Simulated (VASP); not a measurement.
```xyz
1
Lattice="0.0000 1.9166 1.9166 1.9166 0.0000 1.9166 1.9166 1.9166 0.0000" Properties=species:S:1:pos:R:3 pbc="T T T"
Ir     0.0000     0.0000     0.0000
```

Calculation: PBEsol GGA, VASP's PBE PAW potentials (set 64) (plane waves; VASP). Run with 530 eV cut-off, 15×15×15 Γ-centred mesh, first-order Methfessel-Paxton smearing of 0.10 eV, potentials Ir.

Finite-difference elastic constants of metals are sensitive to mesh and smearing; shear constants can be off by tens of GPa.

Q: Give the elastic stiffness tensor with the ions relaxed (GPa, in the frame of the cell).

A: 
|  | xx | yy | zz | yz | xz | xy |
|---|---|---|---|---|---|---|
| xx | 654 | 259 | 259 | 0.0 | 0.0 | 0.0 |
| yy | 259 | 654 | 259 | 0.0 | 0.0 | 0.0 |
| zz | 259 | 259 | 654 | 0.0 | 0.0 | 0.0 |
| yz | 0.0 | 0.0 | 0.0 | 272 | 0.0 | 0.0 |
| xz | 0.0 | 0.0 | 0.0 | 0.0 | 272 | 0.0 |
| xy | 0.0 | 0.0 | 0.0 | 0.0 | 0.0 | 272 |

Q: Predict the Hill bulk modulus, Hill shear modulus, Young's modulus, Poisson's ratio.

A: 
Hill bulk modulus: 391 GPa
Hill shear modulus: 239 GPa
Young's modulus: 5960 kbar
Poisson's ratio: 0.246

Measured: C11 590 GPa (computed value off by +10.9 %), C12 249 GPa (computed value off by +4.2 %), C44 262 GPa (computed value off by +3.7 %), as given by Michael J. Mehl et al., Physical review. B, Condensed matter (1996), arXiv:mtrl-th/9602003. The calculation is for a static lattice, while the measured C11, C12, C44 hold thermal and zero-point effects, which are part of the difference.

The compound is Ir in the fcc structure. It was relaxed first.
